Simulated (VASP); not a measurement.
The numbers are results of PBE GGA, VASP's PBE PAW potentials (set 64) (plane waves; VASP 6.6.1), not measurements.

A VASP calculation is set up with these files.

File KPOINTS:
```
Automatic mesh
0
Gamma
8 8 8
0 0 0
```

POSCAR:
```
NaCl
1
    0.0000000000     2.7093917281     2.7093917281
    2.7093917281     0.0000000000     2.7093917281
    2.7093917281     2.7093917281     0.0000000000
Na Cl
1 1
Direct
  1.0000000000   0.0000000000   1.0000000000
  0.5000000000   0.5000000000   0.5000000000
```

### INCAR
```
SYSTEM=NaCl
PREC=Accurate; ENCUT=500; LREAL=.FALSE.
LASPH=.TRUE.
EDIFF=1E-6; NELM=100; ALGO=Normal
ISMEAR=0; SIGMA=0.05
GGA=PE
IBRION=2; NSW=40; ISIF=3
EDIFFG=-0.02; PSTRESS=100
LWAVE=.FALSE.; LCHARG=.FALSE.
```

POTCAR, in this order: Na_pv Cl (PBE.64 set). Program: vasp_std.

The resulting files:

### OSZICAR
```
       N       E                     dE             d eps       ncg     rms          rms(c)
DAV:   1     0.997822039618E+02    0.99782E+02   -0.73157E+03   667   0.131E+03
DAV:   2     0.116391888032E+01   -0.98618E+02   -0.91166E+02   738   0.288E+02
DAV:   3    -0.671509118696E+01   -0.78790E+01   -0.78241E+01   767   0.826E+01
DAV:   4    -0.686872407300E+01   -0.15363E+00   -0.15354E+00   744   0.125E+01
DAV:   5    -0.687194796433E+01   -0.32239E-02   -0.32237E-02   856   0.179E+00    0.222E+00
DAV:   6    -0.669698003057E+01    0.17497E+00   -0.33531E-01   747   0.425E+00    0.169E+00
DAV:   7    -0.668478524853E+01    0.12195E-01   -0.89866E-02   753   0.219E+00    0.112E+00
DAV:   8    -0.668952724904E+01   -0.47420E-02   -0.81989E-03   677   0.104E+00    0.238E-01
DAV:   9    -0.668946182667E+01    0.65422E-04   -0.17550E-04   792   0.142E-01    0.110E-01
DAV:  10    -0.668956414869E+01   -0.10232E-03   -0.20106E-04   686   0.161E-01    0.313E-02
DAV:  11    -0.668956003479E+01    0.41139E-05   -0.14853E-05   760   0.492E-02    0.327E-03
DAV:  12    -0.668956042941E+01   -0.39462E-06   -0.99061E-07   672   0.134E-02
   1 F= -.42068000E+01 E0= -.42068000E+01  d E =-.420680E+01
       N       E                     dE             d eps       ncg     rms          rms(c)
DAV:   1    -0.722979521781E+01   -0.54024E+00   -0.15680E+01   713   0.602E+01    0.608E+00
DAV:   2    -0.665514032411E+01    0.57465E+00   -0.81141E-01   701   0.111E+01    0.233E+00
DAV:   3    -0.654095504936E+01    0.11419E+00   -0.26577E-01   722   0.627E+00    0.131E+00
DAV:   4    -0.653062059403E+01    0.10334E-01   -0.76726E-03   943   0.110E+00    0.104E-01
DAV:   5    -0.653037867009E+01    0.24192E-03   -0.83671E-04   674   0.233E-01    0.452E-02
DAV:   6    -0.653038177031E+01   -0.31002E-05   -0.59559E-05   752   0.115E-01    0.319E-02
DAV:   7    -0.653038360919E+01   -0.18389E-05   -0.11845E-05   710   0.403E-02    0.608E-03
DAV:   8    -0.653038078447E+01    0.28247E-05   -0.12670E-06   374   0.232E-02    0.865E-04
DAV:   9    -0.653038093771E+01   -0.15324E-06   -0.13483E-07   331   0.386E-03
   2 F= -.42656481E+01 E0= -.42656481E+01  d E =-.588481E-01
```

File OUTCAR:
```
------------------------ aborting loop because EDIFF is reached ----------------------------------------
  FORCE on cell =-STRESS in cart. coord.  units (eV):
  Direction    XX          YY          ZZ          XY          YZ          ZX
  --------------------------------------------------------------------------------------
  Total        2.2678793      2.2678793      2.2678793      0.0000000      0.0000000      0.0000000
  in kB      100.1389364    100.1389364    100.1389364      0.0000000      0.0000000      0.0000000
  external PRESSURE =       0.1389364 kB  Pullay stress =     100.0000000 kB
  volume of cell :       36.29
      direct lattice vectors                 reciprocal lattice vectors
     0.000000000  2.627639929  2.627639929    -0.190284823  0.190284823  0.190284823
     2.627639929  0.000000000  2.627639929     0.190284823 -0.190284823  0.190284823
     2.627639929  2.627639929 -0.000000000     0.190284823  0.190284823 -0.190284823
  FREE ENERGIE OF THE ION-ELECTRON SYSTEM (eV)
  ---------------------------------------------------
  free  energy   TOTEN  =        -6.5303809377 eV

  energy  without entropy=       -6.5303809377  energy(sigma->0) =       -6.53038094
  enthalpy is  TOTEN    =        -4.2656481306 eV   P V=        2.2647328071

 reached required accuracy - stopping structural energy minimisation
```
(Selected blocks of OUTCAR.)

CONTCAR:
```
NaCl
   1.00000000000000
     0.0000000000000000    2.6276399290781667    2.6276399290781667
     2.6276399290781667    0.0000000000000000    2.6276399290781667
     2.6276399290781667    2.6276399290781667   -0.0000000000000000
  Na              Cl
     1     1
Direct
     1.0000000000000000    1.0000000000000000    0.0000000000000000
     0.5000000000000000    0.5000000000000000    0.5000000000000000
```

**OUTCAR**
```
 val. band max:        0.6942109171   @ k =   0.0000   0.0000   0.0000

 cond. band min:       6.7572245674   @ k =   0.0000   0.0000   0.0000


 Fermi energy:         0.9652315013

 k-point     1 :       0.0000    0.0000    0.0000
  band No.  band energies     occupation
      1     -19.8161      2.00000
      2     -19.8161      2.00000
      3     -19.8161      2.00000
      4     -12.5545      2.00000
      5       0.6942      2.00000
      6       0.6942      2.00000
      7       0.6942      2.00000
      8       6.7572      0.00000
      9      11.9509      0.00000
     10      11.9509      0.00000
     11      11.9509      0.00000

 k-point     2 :       0.1250    0.0000    0.0000
  band No.  band energies     occupation
      1     -19.8280      2.00000
      2     -19.8167      2.00000
      3     -19.8167      2.00000
      4     -12.4694      2.00000
      5       0.1890      2.00000
      6       0.6297      2.00000
      7       0.6297      2.00000
      8       7.3354      0.00000
      9      11.4445      0.00000
     10      12.2027      0.00000
     11      12.2027      0.00000

 k-point     3 :       0.2500    0.0000    0.0000
  band No.  band energies     occupation
      1     -19.8562      2.00000
      2     -19.8183      2.00000
      3     -19.8183      2.00000
      4     -12.2551      2.00000
      5      -0.8101      2.00000
      6       0.4807      2.00000
      7       0.4807      2.00000
      8       8.2270      0.00000
      9      11.2578      0.00000
     10      12.4544      0.00000
     11      12.4544      0.00000

 k-point     4 :       0.3750    0.0000    0.0000
  band No.  band energies     occupation
      1     -19.8837      2.00000
      2     -19.8199      2.00000
      3     -19.8199      2.00000
      4     -12.0265      2.00000
      5      -1.6471      2.00000
      6       0.3399      2.00000
      7       0.3399      2.00000
      8       8.3709      0.00000
      9      12.2597      0.00000
...
```

Energy and stress use the plane-wave basis of the starting cell.

The compound is NaCl in the rock salt structure. This run relaxes it under an external pressure of 10 GPa. Symmetry was kept, so distortions that lower it aren't found.
